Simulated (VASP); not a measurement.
# AlN: stress against strain

AlN (wurtzite, P6_3mc, 10.458 Å³/atom and stress up to 0.12 GPa in the relaxed cell, c along z) under an equal strain ε along x and y, with z held. PBEsol in VASP (plane waves, PAW), 600 eV, 12×12×6 Γ-centred mesh, Gaussian smearing 0.05 eV; ions are relaxed, or left where forces stay under 0.02 eV/Å, within the symmetry of each cell. Stress is positive for a compressed cell.

Here s stands for strain and y for stress xx.

```
strain (%)  stress xx (GPa)
----------  ---------------
-3.00                     ?
-1.50                  8.23
-1.00                  5.34
-0.50                  2.58
0.00                  -0.07
0.50                  -2.62
1.00                  -5.05
1.50                  -7.37
```

The 7 complete rows are fitted with a straight line, y against s. Means: s 0, y 0.149. About the means, the sum of products is -36.390 and the sum of squares of s is 7.0000; the slope is their ratio. Least squares gives y = 0.149 - 5.1986·s. Residuals (row less fit): 0.283, -0.008, -0.168, -0.219, -0.170, 0.000, 0.279; standard error 0.229 (degrees of freedom: 5). The slope gives the elastic constants C11 + C12 = 520 ± 9 GPa (± standard error of the fit, which holds the terms cut off).

Estimate the missing y (s = -3.00); what did the run itself give?

y = 0.149 - 5.1986 × (-3.0) = 15.745 GPa. The calculation gives 17.61 GPa, 1.865 GPa above the prediction (7.5 % of the range of y in the table). The row lies outside the fitted rows, so this is an extrapolation. From the scatter of the fitted rows alone, a prediction at this place has a standard error of 0.357 GPa, so the miss is 5.2 times that.

A polynomial of degree 2 through the 12 other runs of the series gives 17.55 there, so most of the miss is curvature that the fit leaves out. Rows are the converged runs of the series near zero and its far end; series whose fitted rows scatter by over a few per cent of the range, as at a crossing or softening among them, aren't shown in this form, nor equations of state whose B0' disagrees with the runs' pressures. Most that stay on the fit to the last digits aren't either.
